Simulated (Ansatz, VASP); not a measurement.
One calculation of SiSn2, two programs

```xyz
6
Lattice="4.4249 0.0000 0.0000 -2.2124 3.8321 0.0000 0.0000 0.0000 10.8720" Properties=species:S:1:pos:R:3 pbc="T T T"
Si    0.0000    0.0000    4.2532
Si    0.0000    0.0000    6.6188
Sn    0.0000    2.5547    0.5586
Sn    2.2124    1.2774    7.4470
Sn    0.0000    2.5547    3.4250
Sn    2.2124    1.2774   10.3134
```

Alike in both runs: functional PBE; k mesh 12 × 12 × 4; occupations gaussian, width 0.1 eV; no spin polarisation.

Ansatz relaxed the structure, and its values are those at the end. VASP's run is a single point on that final structure, the one shown.

```csv
,VASP,Ansatz
version,VASP 6.6.1,Ansatz 0.2.0
potentials or method,"VASP PAW PBE potentials, release 64 (Si, Sn_d)","scalar-relativistic, plane waves, PAW"
plane-wave cutoff (eV),520,420
valence electrons in the cell,64,64
```

VASP gave:

```
gap on the k mesh at the Fermi level (eV) : none
pressure (GPa)                            : -0.1
rms of the force components (eV/Å)        : 0.005
```

Task: Which values does Ansatz return?

Result: gap on the k mesh at the Fermi level (eV): none; pressure (GPa): 0.0; rms of the force components (eV/Å): 0.004.

A gap of «none» marks a metal or a gap that the smearing closes. With one functional, cell and mesh, what is left measures potentials, basis and numerics.
